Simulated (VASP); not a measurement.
Consider the following.

```yaml
crystal:
  lattice:
    - [0.00000, 3.23704, 3.23704]
    - [3.23704, 0.00000, 3.23704]
    - [3.23704, 3.23704, 0.00000]
  atoms:
    - { symbol: Ba, position: [0.00000, 0.00000, 0.00000] }
    - { symbol: S, position: [0.50000, 0.50000, 0.50000] }
```

The numbers are results of G0W0 on PBE orbitals, VASP's PBE PAW potentials (set 64) (plane waves; VASP 6.6.1), not measurements. Numerical set-up: PREC = Normal, 500 eV cut-off, 4×4×4 Γ-centred mesh, Gaussian smearing of 0.010 eV, potentials Ba_sv_GW S_GW.

The mesh is coarse and the basis finite, so the quasiparticle values are not converged.

NBANDS = 160, ENCUTGW = 200 eV, NOMEGA = 64. The PBE levels (eV) that the step starts from are:

| state | KS energy | filling |
|---|---|---|
| k1 (0.00, 0.00, 0.00), band 5 | -7.48 | 2 |
| k1 (0.00, 0.00, 0.00), band 6 | 2.76 | 2 |
| k1 (0.00, 0.00, 0.00), band 7 | 2.76 | 2 |
| k1 (0.00, 0.00, 0.00), band 8 | 2.76 | 2 |
| k1 (0.00, 0.00, 0.00), band 9 | 6.24 | 0 |
| k1 (0.00, 0.00, 0.00), band 10 | 6.71 | 0 |
| k1 (0.00, 0.00, 0.00), band 11 | 6.71 | 0 |
| k1 (0.00, 0.00, 0.00), band 12 | 6.71 | 0 |
| k2 (0.25, 0.00, 0.00), band 5 | -6.82 | 2 |
| k2 (0.25, 0.00, 0.00), band 6 | 1.71 | 2 |
| k2 (0.25, 0.00, 0.00), band 7 | 2.22 | 2 |
| k2 (0.25, 0.00, 0.00), band 8 | 2.22 | 2 |
| k2 (0.25, 0.00, 0.00), band 9 | 6.84 | 0 |
| k2 (0.25, 0.00, 0.00), band 10 | 7.51 | 0 |
| k2 (0.25, 0.00, 0.00), band 11 | 7.51 | 0 |
| k2 (0.25, 0.00, 0.00), band 12 | 7.98 | 0 |
| k5 (0.50, 0.25, 0.00), band 5 | -6.82 | 2 |
| k5 (0.50, 0.25, 0.00), band 6 | 1.66 | 2 |
| k5 (0.50, 0.25, 0.00), band 7 | 2.09 | 2 |
| k5 (0.50, 0.25, 0.00), band 8 | 2.20 | 2 |
| k5 (0.50, 0.25, 0.00), band 9 | 6.24 | 0 |
| k5 (0.50, 0.25, 0.00), band 10 | 8.58 | 0 |
| k5 (0.50, 0.25, 0.00), band 11 | 9.38 | 0 |
| k5 (0.50, 0.25, 0.00), band 12 | 9.47 | 0 |

Question: Give the quasiparticle energies and renormalisation factors Z.

Answer: 
```
state                           QP energy (eV)     Z
------------------------------  --------------  ----
k1 (0.00, 0.00, 0.00), band 5            -8.28  0.68
k1 (0.00, 0.00, 0.00), band 6             1.88  0.74
k1 (0.00, 0.00, 0.00), band 7             1.88  0.74
k1 (0.00, 0.00, 0.00), band 8             1.88  0.74
k1 (0.00, 0.00, 0.00), band 9             6.53  0.80
k1 (0.00, 0.00, 0.00), band 10            7.28  0.79
k1 (0.00, 0.00, 0.00), band 11            7.28  0.79
k1 (0.00, 0.00, 0.00), band 12            7.28  0.79
k2 (0.25, 0.00, 0.00), band 5            -7.74  0.71
k2 (0.25, 0.00, 0.00), band 6             0.73  0.74
k2 (0.25, 0.00, 0.00), band 7             1.31  0.74
k2 (0.25, 0.00, 0.00), band 8             1.31  0.74
k2 (0.25, 0.00, 0.00), band 9             7.34  0.79
k2 (0.25, 0.00, 0.00), band 10            8.16  0.78
k2 (0.25, 0.00, 0.00), band 11            8.16  0.78
k2 (0.25, 0.00, 0.00), band 12            8.37  0.77
k5 (0.50, 0.25, 0.00), band 5            -7.72  0.71
k5 (0.50, 0.25, 0.00), band 6             0.66  0.74
k5 (0.50, 0.25, 0.00), band 7             1.14  0.74
k5 (0.50, 0.25, 0.00), band 8             1.27  0.74
k5 (0.50, 0.25, 0.00), band 9             6.70  0.79
k5 (0.50, 0.25, 0.00), band 10            9.18  0.77
k5 (0.50, 0.25, 0.00), band 11           10.26  0.76
k5 (0.50, 0.25, 0.00), band 12           10.23  0.76
```
On the mesh the gap opens from 2.26 to 3.50 eV.

The compound is BaS in the rock salt structure. This cell is one point of a volume scan, at 1.04 of the reference volume. The k-mesh is coarse (spacing up to 0.42 per Å, 2π included), so the numbers may not be converged in it.
